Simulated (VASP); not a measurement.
A run of VASP 6.6.1 is set up as follows.

INCAR

```
  PREC = Accurate
  ENCUT = 520
  EDIFF = 1E-7
  ISMEAR = 0
  SIGMA = 0.03
  LREAL = F
  LASPH = T
  NELM = 120
  ALGO = Normal
  ISIF = 3
  LWAVE = F
  LCHARG = F
  GGA = PE
  IBRION = 2
  NSW = 60
  EDIFFG = -0.005
  POTIM = 0.3
  KPAR = 4
```

Contents of KPOINTS:

```
regular mesh
0
Gamma
  10 10 4
```

File POSCAR:

```
Mg2CdO3                                 
1.0
    3.1168884040     -0.0000000000      0.0000000000
   -1.5584441970      2.6993045333     -0.0000000000
    0.0000000000      0.0000000000      7.7963014599
  Mg              Cd              O             
     2     1     3
Direct
     0.3333333300000021    0.6666666699999979    0.3442228318213038
     0.6666666699999979    0.3333333300000021    0.6557771681786962
     1.0000000000000000    0.0000000000000000    1.0000000000000000
     0.6666666699999979    0.3333333300000021    0.1963006259582986
     0.3333333300000021    0.6666666699999979    0.8036993740417013
     1.0000000000000000    0.0000000000000000    0.5000000000000000
```

Potentials or basis: VASP PAW PBE potentials, release 64 (Mg, Cd, O).

Run with:

```bash
$ cat potpaw_PBE.64/Mg/POTCAR potpaw_PBE.64/Cd/POTCAR potpaw_PBE.64/O/POTCAR > POTCAR
$ mpirun -np 4 vasp_std > vasp.out
```

**Question.** Predict the band gap on the k mesh.

**Answer.** 1.90 eV, indirect (least direct gap 2.05 eV).

Forces in eV/Å, atoms in the order of the input:
```
Mg   0.000  0.000 -0.002
Mg   0.000  0.000  0.002
Cd   0.000  0.000  0.000
O    0.000  0.000 -0.003
O    0.000  0.000  0.003
O    0.000  0.000  0.000
```

Caveat: the relaxation stopped at its first step, so nothing moved. A k mesh can miss the band edges.
